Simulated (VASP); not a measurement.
All values below come from PBEsol GGA, VASP's PBE PAW potentials (set 64) (plane waves; VASP).

A VASP calculation is set up with these files.

File KPOINTS:
```
Automatic mesh
0
Gamma
8 8 8
0 0 0
```

### INCAR
```
# general
SYSTEM   =  AgCl
PREC     =  Accurate
ENCUT    =  480
LREAL    =  .FALSE.
LASPH    =  .TRUE.

# electronic loop
EDIFF    =  1E-7
NELM     =  100
ALGO     =  Normal
LMAXMIX  =  4

# smearing
ISMEAR   =  0
SIGMA    =  0.05

# functional
GGA      =  PS

# ions
ISIF     =  2

# output
LWAVE    =  .FALSE.
LCHARG   =  .FALSE.
```

File POSCAR:
```
AgCl
3.9999810
  0.0000000000   0.7071067899   0.7071067899
  0.7071067899   0.0000000000   0.7071067899
  0.7071067899   0.7071067899   0.0000000000
Ag Cl
1 1
Cartesian
  0.7071067899   0.7071067899   1.4142135797
  0.7071067899   0.7071067899   0.7071067899
```

POTCAR, in this order: Ag Cl (PBE.64 set). Program: vasp_std.

The run wrote:

File OUTCAR:
```
 ion  position               nearest neighbor table
   1  0.000  0.000  0.000-   2 2.83   2 2.83   2 2.83   2 2.83   2 2.83   2 2.83
   2  0.500  0.500  0.500-   1 2.83   1 2.83   1 2.83   1 2.83   1 2.83   1 2.83
  LATTYP: Found a face centered cubic cell.
 ALAT       =     5.6568274488
 Subroutine PRICEL returns:
 Original cell was already a primitive cell.
 Subroutine GETGRP returns: Found 48 space group operations
The static configuration has the point symmetry O_h .
The dynamic configuration has the point symmetry O_h .
 Subroutine INISYM returns: Found 48 space group operations
 Subroutine IBZKPT returns following result:
 Found     29 irreducible k-points:

 Following reciprocal coordinates:
            Coordinates               Weight
  0.000000  0.000000  0.000000      1.000000
  0.125000  0.000000  0.000000      8.000000
  0.250000  0.000000  0.000000      8.000000
  0.375000  0.000000  0.000000      8.000000
  0.500000  0.000000  0.000000      4.000000
  0.125000  0.125000  0.000000      6.000000
  0.250000  0.125000  0.000000     24.000000
  0.375000  0.125000  0.000000     24.000000
  0.500000  0.125000  0.000000     24.000000
...
```

### OSZICAR
```
       N       E                     dE             d eps       ncg     rms          rms(c)
DAV:   1     0.923463958966E+02    0.92346E+02   -0.83140E+03   786   0.116E+03
DAV:   2    -0.199950200724E+01   -0.94346E+02   -0.87760E+02   899   0.238E+02
DAV:   3    -0.611774900984E+01   -0.41182E+01   -0.41017E+01   869   0.529E+01
DAV:   4    -0.615337236920E+01   -0.35623E-01   -0.35618E-01   854   0.544E+00
DAV:   5    -0.615387662290E+01   -0.50425E-03   -0.50425E-03   879   0.659E-01    0.565E+00
DAV:   6    -0.598373728454E+01    0.17014E+00   -0.38624E-01   844   0.861E+00    0.372E+00
DAV:   7    -0.598139662689E+01    0.23407E-02   -0.79412E-02   759   0.222E+00    0.184E+00
DAV:   8    -0.597993122847E+01    0.14654E-02   -0.56443E-03   809   0.920E-01    0.308E-01
DAV:   9    -0.597985662923E+01    0.74599E-04   -0.63125E-04   844   0.401E-01    0.728E-02
DAV:  10    -0.597989840440E+01   -0.41775E-04   -0.11495E-04   804   0.946E-02    0.147E-02
DAV:  11    -0.597990026278E+01   -0.18584E-05   -0.24384E-06   837   0.162E-02    0.730E-03
DAV:  12    -0.597990011984E+01    0.14294E-06   -0.50764E-07   831   0.536E-03    0.258E-03
DAV:  13    -0.597990013744E+01   -0.17597E-07   -0.18235E-07   726   0.580E-03
   1 F= -.59799001E+01 E0= -.59799001E+01  d E =-.818690E-13
```

**OUTCAR**
```
------------------------ aborting loop because EDIFF is reached ----------------------------------------
  FORCE on cell =-STRESS in cart. coord.  units (eV):
  Direction    XX          YY          ZZ          XY          YZ          ZX
  --------------------------------------------------------------------------------------
  Total       -1.3577842     -1.3577842     -1.3577842      0.0000000      0.0000000      0.0000000
  in kB      -48.0709302    -48.0709302    -48.0709302      0.0000000      0.0000000      0.0000000
  external PRESSURE =     -48.0709302 kB  Pullay stress =       0.0000000 kB
  volume of cell :       45.25
      direct lattice vectors                 reciprocal lattice vectors
     0.000000000  2.828413724  2.828413724    -0.176777533  0.176777533  0.176777533
     2.828413724  0.000000000  2.828413724     0.176777533 -0.176777533  0.176777533
     2.828413724  2.828413724  0.000000000     0.176777533  0.176777533 -0.176777533
  FREE ENERGIE OF THE ION-ELECTRON SYSTEM (eV)
  ---------------------------------------------------
  free  energy   TOTEN  =        -5.9799001374 eV

  energy  without entropy=       -5.9799001374  energy(sigma->0) =       -5.97990014
```
(Selected blocks of OUTCAR.)

**OUTCAR**
```
 val. band max:        2.9866676373   @ k =   0.5000   0.0000   0.0000

 cond. band min:       3.7408111620   @ k =   0.0000   0.0000   0.0000


 Fermi energy:         3.2233631112

 k-point     1 :       0.0000    0.0000    0.0000
  band No.  band energies     occupation
      1     -11.7724      2.00000
      2       0.7390      2.00000
      3       0.7390      2.00000
      4       0.7390      2.00000
      5       0.7748      2.00000
      6       0.7748      2.00000
      7       0.8927      2.00000
      8       0.8927      2.00000
      9       0.8927      2.00000
     10       3.7408      0.00000
     11      13.7485      0.00000
     12      13.7485      0.00000
     13      13.7485      0.00000

 k-point     2 :       0.1250    0.0000    0.0000
  band No.  band energies     occupation
      1     -11.7203      2.00000
      2       0.0992      2.00000
      3       0.1573      2.00000
      4       0.1573      2.00000
      5       0.7872      2.00000
      6       0.7872      2.00000
      7       1.0021      2.00000
      8       1.5696      2.00000
      9       1.5696      2.00000
     10       4.4389      0.00000
     11      12.3429      0.00000
     12      13.3672      0.00000
     13      13.3672      0.00000

 k-point     3 :       0.2500    0.0000    0.0000
  band No.  band energies     occupation
      1     -11.5898      2.00000
      2      -0.8667      2.00000
      3      -0.3738      2.00000
      4      -0.3738      2.00000
      5       0.8983      2.00000
      6       0.8983      2.00000
      7       1.1324      2.00000
      8       2.2634      2.00000
      9       2.2634      2.00000
     10       5.7218      0.00000
     11      10.6478      0.00000
     12      12.0601      0.00000
     13      12.0601      0.00000

 k-point     4 :       0.3750    0.0000    0.0000
  band No.  band energies     occupation
      1     -11.4520      2.00000
      2      -1.5889      2.00000
      3      -0.7131      2.00000
...
```

The compound is AgCl in the rock salt structure. This cell was strained or had an atom moved on purpose.
